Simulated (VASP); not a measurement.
Input of a VASP 6.6.1 run:

File INCAR:

```
SYSTEM = Ti
PREC = Accurate
ENCUT = 520
EDIFF = 1E-7
ISMEAR = 0
SIGMA = 0.1
LREAL = .False.
LASPH = .True.
NELM = 60
ALGO = Normal
ISIF = 3
LWAVE = .False.
LCHARG = .False.
METAGGA = R2SCAN
LMIXTAU = .True.
LUSE_VDW = .True.
IVDW_NL = 2
BPARAM = 11.95
CPARAM = 0.0093
IBRION = 2
NSW = 80
EDIFFG = -0.002
```

File KPOINTS:

```
Automatic mesh
0
Gamma
  18 18 10
  0 0 0
```

File POSCAR:

```
Ti
1.0
    2.9500000000      0.0000000000      0.0000000000
   -1.4750000000      2.5547749400      0.0000000000
    0.0000000000      0.0000000000      4.6800000000
Ti
2
Direct
    0.3333333300      0.6666666700      0.2500000000
    0.6666666700      0.3333333300      0.7500000000
```

Potentials or basis: VASP PAW PBE potentials, release 64 (Ti_sv).

Launch:

```console
$ cat potpaw_PBE.64/Ti_sv/POTCAR > POTCAR
$ mpirun -np 1 vasp_std > vasp.out
```

Problem. Predict the relaxed volume.

Solution. 17.23 Å³/atom.

Problem. What does it give for the band gap on the k mesh?

Solution. None (metal or under the smearing width).

Problem. Estimate the space group after relaxing (to 0.05 Å).

Solution. P6_3/mmc (No. 194).

Problem. Predict the relaxed cell.

Solution. a = 2.932 Å, b = 2.932 Å, c = 4.630 Å, α = 90.00°, β = 90.00°, γ = 120.00°.

Final structure:
```
Ti
1.0
     2.93152    0.00000    0.00000
    -1.46576    2.53877    0.00000
     0.00000    0.00000    4.63006
Ti
2
Cartesian
  0.0000 1.6925 1.1575
  1.4658 0.8463 3.4725
```

Caveat: the PAW data sets were made with another functional, which shifts forces and pressure a little; pairwise dispersion overbinds metals, which lowers pressure and volume.
